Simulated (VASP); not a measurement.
Data:

```
CELL_PARAMETERS angstrom
      0.00000     3.02920     3.02920
      3.02920     0.00000     3.02920
      3.02920     3.02920     0.00000
ATOMIC_POSITIONS crystal
  V  0.00000 0.00000 0.00000
  Ge 0.25000 0.25000 0.25000
  Ge 0.75000 0.75000 0.75000
```
Starting moments (μB, in the order of the record's atoms V Ge Ge): 2.0 0.0 0.0.

Computed with PBE GGA, VASP's PBE PAW potentials (set 64) (plane waves; VASP). Numerical set-up: 300 eV cut-off, 7×7×7 Γ-centred mesh, Fermi-Dirac smearing of 0.14 eV, potentials V_sv Ge_d.

At this cut-off the stress carries a Pulay error, which pulls relaxed volumes low.

Problem. Estimate the cell moment, energy per atom (σ→0), pressure, band gap (on the k-mesh) with the smallest direct gap where there is one.

Solution. 
```json
{
 "band gap (on the k-mesh)": "none (metal, semimetal or under 0.01 eV)",
 "cell_moment": "2.07 μB",
 "energy per atom (σ→0)": "-5751 meV/atom",
 "pressure": "-1.19 GPa"
}
```

Problem. Give the moment on each site (PAW-sphere projection).

Solution. 
```tsv
site	moment (μB)
V1	1.86
Ge2	-0.01
Ge3	-0.01
```

Only differences to runs with the same potentials and settings are physical.

The structure was generated: VGe2 was put into an ordered model structure, which need not be its known phase. The cell was not relaxed at this level.
